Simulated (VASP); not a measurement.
Given:

```xyz
3
Lattice="0.0000 2.4900 2.4900 2.4900 0.0000 2.4900 2.4900 2.4900 0.0000" Properties=species:S:1:pos:R:3 pbc="T T T"
Hf     0.0000     0.0000     0.0000
O      1.2450     1.2450     1.2450
O      3.7350     3.7350     3.7350
```

Level of theory: LDA (Ceperley-Alder, Perdew-Zunger), VASP's LDA PAW potentials (set 64) (plane waves; VASP). Run with 620 eV cut-off, 8×8×8 Γ-centred mesh, Gaussian smearing of 0.050 eV, potentials Hf_pv O.

Unless said otherwise, spin-orbit coupling is left out, though it shifts the bands of the heavy elements here.

Q: Predict the energy per atom (σ→0), band gap (on the k-mesh) with the smallest direct gap where there is one.

A: 
```
Quantity                                       Value
-----------------------------------  ---------------
band gap (on the k-mesh)                     3.74 eV
smallest direct gap (on the k-mesh)          3.74 eV
energy per atom (σ→0)                -11.026 eV/atom
```

Only differences to runs with the same potentials and settings are physical.

The compound is HfO2 in the fluorite structure, the high-temperature cubic form, which is unstable at 0 K; the monoclinic form is the stable one. It was relaxed first, which changed the volume by -6 %.
